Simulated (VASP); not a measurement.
Input of a VASP 6.6.1 run:

The input INCAR:

```
SYSTEM = WSe2
PREC = Accurate
ENCUT = 600
EDIFF = 1E-8
ISMEAR = 0
SIGMA = 0.03
LREAL = .False.
LASPH = .True.
NELM = 80
ALGO = Normal
ISIF = 2
LWAVE = .False.
LCHARG = .False.
LEPSILON = .True.
KPAR = 2
```

The input KPOINTS:

```
Automatic mesh
0
Gamma
  12 12 3
  0 0 0
```

The input POSCAR:

```
WSe2                                    
1.0
    3.2546917980     -0.0000000000     -0.0000000000
   -1.6273458990      2.8186457786     -0.0000000000
   -0.0000000000      0.0000000000     12.8266955769
  W               Se            
     2     4
Direct
     0.3333333332999970    0.6666666667000030    0.2500000000000000
     0.6666666667000030    0.3333333332999970    0.7500000000000000
     0.3333333332999970    0.6666666667000030    0.6197572043737164
     0.6666666667000030    0.3333333332999970    0.1197572043737164
     0.3333333332999970    0.6666666667000030    0.8802427956262836
     0.6666666667000030    0.3333333332999970    0.3802427956262835
```

Potentials or basis: VASP PAW LDA potentials, release 64 (W_sv, Se).

Run with:

```bash
$ cat potpaw_LDA.64/W_sv/POTCAR potpaw_LDA.64/Se/POTCAR > POTCAR
$ mpirun -np 2 vasp_std > vasp.out
```

Q: Predict the electronic dielectric tensor (diagonal).

A: 15.37, 15.37, 8.12.

Q: What does it give for the Born charges (mean of the diagonal)?

A: W -1.22; Se +0.61 e.

Q: Estimate the band gap on the k mesh.

A: 0.87 eV, indirect (least direct gap 1.61 eV).

Electronic dielectric tensor:
```
15.37  0.00  0.00
 0.00 15.37  0.00
 0.00  0.00  8.12
```

Caveat: spin-orbit coupling is left out, which moves the levels of the heavy elements; an odd mesh through Γ misses points on the zone boundary, where band edges often lie.

The gap isn't set beside the measured one, since this odd mesh misses points on the zone boundary.
